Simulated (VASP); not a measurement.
All values below come from optB86b-vdW, VASP's PBE PAW potentials (set 64) (plane waves; VASP 6.6.1).

Input for VASP

### KPOINTS
```
Regular mesh
0
gamma
 9 9 9
0 0 0
```

### POSCAR
```
Al3Sc
1
    4.0895412154     0.0000000000    -0.0000000000
   -0.0000000000     4.0895412154     0.0000000000
    0.0000000000    -0.0000000000     4.0895412154
Sc Al
1 3
Direct
  0.0000000000   0.0000000000   0.0000000000
  0.0000000000   0.5000000000   0.5000000000
  0.5000000000   0.0000000000   0.5000000000
  0.5000000000   0.5000000000   0.0000000000
```

**INCAR**
```
# general
SYSTEM   = Al3Sc
PREC     = Accurate
ENCUT    = 520
LREAL    = .False.
LASPH    = .True.

# electronic loop
EDIFF    = 1E-7
NELM     = 100   # most electronic steps
ALGO     = Normal
LMAXMIX  = 4   # l cut-off of mixed one-centre charges

# smearing
ISMEAR   = -5   # tetrahedra, Bloechl

# functional
GGA      = MK
LUSE_VDW = .True.
AGGAC    = 0.0
PARAM1   = 0.1234
PARAM2   = 1.0

# ions
ISIF     = 2   # forces and stress, cell fixed

# output
LWAVE    = .False.
LCHARG   = .True.
LORBIT   = 11   # lm-projected
NEDOS    = 601

# other
LEFG     = .True.
```

POTCAR, in this order: Sc_sv Al (PBE.64 set). Program: vasp_std.

For a metal the tetrahedron method with Blöchl corrections gives inexact stress and forces.

Q: Estimate the energy per atom (σ→0), band gap (on the k-mesh).

A: 
The energy per atom (σ→0) is -315.7 kJ/mol of atoms. The band gap (on the k-mesh) is none (metal, semimetal or under 0.01 eV).

### OSZICAR
```
...
DAV:  10    -0.130863594244E+02   -0.24206E-04   -0.20927E-04  1510   0.155E-01    0.587E-02
DAV:  11    -0.130863832509E+02   -0.23827E-04   -0.36843E-05  1544   0.409E-02    0.206E-02
DAV:  12    -0.130863796985E+02    0.35524E-05   -0.13010E-05  1596   0.414E-02    0.492E-03
DAV:  13    -0.130863842928E+02   -0.45943E-05   -0.11994E-06  1390   0.155E-02    0.167E-03
DAV:  14    -0.130863801524E+02    0.41404E-05   -0.54460E-07  1198   0.861E-03    0.559E-04
DAV:  15    -0.130863806980E+02   -0.54559E-06   -0.29487E-08   682   0.275E-03    0.416E-04
DAV:  16    -0.130863807749E+02   -0.76817E-07   -0.91330E-09   658   0.114E-03
   1 F= -.13086381E+02 E0= -.13086381E+02  d E =0.000000E+00
```

The compound is Al3Sc in the L1_2 structure. It was relaxed first.
